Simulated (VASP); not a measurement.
Here is the system:

```xyz
1
Lattice="0.0000 2.0227 2.0227 2.0227 0.0000 2.0227 2.0227 2.0227 0.0000" Properties=species:S:1:pos:R:3 pbc="T T T"
Ag     4.0455     4.0455     4.0455
```

Level of theory: PBEsol GGA, VASP's PBE PAW potentials (set 64) (plane waves; VASP 6.6.1). Run with 400 eV cut-off, Gaussian smearing of 0.050 eV, potentials Ag.

**Question.** Give the energies of bands 1 to 7 at the high-symmetry points, in eV from the Fermi level.

**Answer.** 
```csv
band,Γ,X,U,L,W
1,-8.09,-6.66,-6.20,-6.62,-5.87
2,-4.92,-6.51,-5.76,-4.94,-5.22
3,-4.92,-3.00,-4.18,-4.94,-5.22
4,-4.92,-2.75,-3.59,-2.97,-3.82
5,-3.81,-2.75,-3.06,-2.97,-2.75
6,-3.81,1.48,4.30,-0.58,6.00
7,16.01,6.91,5.29,3.71,6.00
```

It has no gap at this level: it comes out as a metal or semimetal.

The compound is Ag in the fcc structure. It was relaxed first.
